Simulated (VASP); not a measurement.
Data:

```
AlN
1.0
    0.00000     2.18367     2.18367
    2.18367     0.00000     2.18367
    2.18367     2.18367     0.00000
Al N
1 1
Direct
  0.00000   0.00000   0.00000
  0.25000   0.25000   0.25000
```

Calculation: PBE GGA with D4 dispersion, VASP's PBE PAW potentials (set 64) (plane waves; VASP). Numerical set-up: 520 eV cut-off, Gaussian smearing of 0.050 eV, potentials Al N.

Q: Give the energies of bands 2 to 5 at the high-symmetry points, in eV from the valence-band maximum.

A: 
| band | Γ | X | U | L | W |
|---|---|---|---|---|---|
| 2 | 0.00 | -4.90 | -4.25 | -5.86 | -3.78 |
| 3 | 0.00 | -1.77 | -3.63 | -0.48 | -3.44 |
| 4 | 0.00 | -1.77 | -1.37 | -0.48 | -2.69 |
| 5 | 4.20 | 3.32 | 5.17 | 7.38 | 6.05 |

The gap is indirect, 3.32 eV, from the valence maximum at Γ to the conduction minimum at X.

Measured: gap 5.34 eV (computed value off by -2.02 eV), as given by Daiki Deguchi et al., Japanese Journal of Applied Physics (2016), arXiv:1512.06930.

The compound is AlN in the zinc blende structure, a metastable form; wurtzite is the usual one. It was relaxed first.
